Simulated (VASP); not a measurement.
Energy against volume of Cu2O (cuprite). Level of theory: PBE GGA with D3 dispersion (Becke-Johnson damping), VASP's PBE PAW potentials (set 64) (plane waves; VASP). Settings: 520 eV cut-off, 5×5×5 Γ-centred mesh, Gaussian smearing of 0.050 eV, potentials Cu O.

```tsv
V (Å³/atom)	E (eV/atom)
12.495	-4.84504
12.882	-4.85051
13.268	-4.84710
13.655	-4.83625
```

**Question.** Fit these four points and predict the energy of the run at 12.109 Å³/atom.

**Answer.** A cubic in V^(−2/3), the third-order Birch-Murnaghan form, passes through the four points with V0 = 12.92 Å³/atom and B0 = 121 GPa, and gives -4.8290 eV/atom there. The run gave -4.8290 eV/atom, -0.1 meV/atom from the fit; all five points give B0 = 121 GPa.

The compound is Cu2O in the cuprite structure. It was relaxed first.
